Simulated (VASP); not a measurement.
Here is the system:

```yaml
crystal:
  lattice:
    - [1.90327, -3.29656, 0.00000]
    - [1.90327, 3.29656, 0.00000]
    - [0.00000, 0.00000, 6.29915]
  atoms:
    - { symbol: Zn, position: [0.66667, 0.33333, 0.50116] }
    - { symbol: Zn, position: [0.33333, 0.66667, 0.00116] }
    - { symbol: S, position: [0.66667, 0.33333, 0.87384] }
    - { symbol: S, position: [0.33333, 0.66667, 0.37384] }
```

Method: PBE GGA, VASP's PBE PAW potentials (set 64) (plane waves; VASP). Numerical set-up: 480 eV cut-off, 6×6×4 Γ-centred mesh, Gaussian smearing of 0.050 eV, potentials Zn S.

Problem. Give the stress tensor in GPa (positive for a compressed cell).

Solution. 
```
1.94  0.00  0.00
0.00  1.94  0.00
0.00  0.00  1.11
```
The pressure is its mean diagonal, 1.66 GPa.

The compound is ZnS in the wurtzite structure, the high-temperature form. This cell was strained or had an atom moved on purpose. Symmetry was kept, so distortions that lower it aren't found.
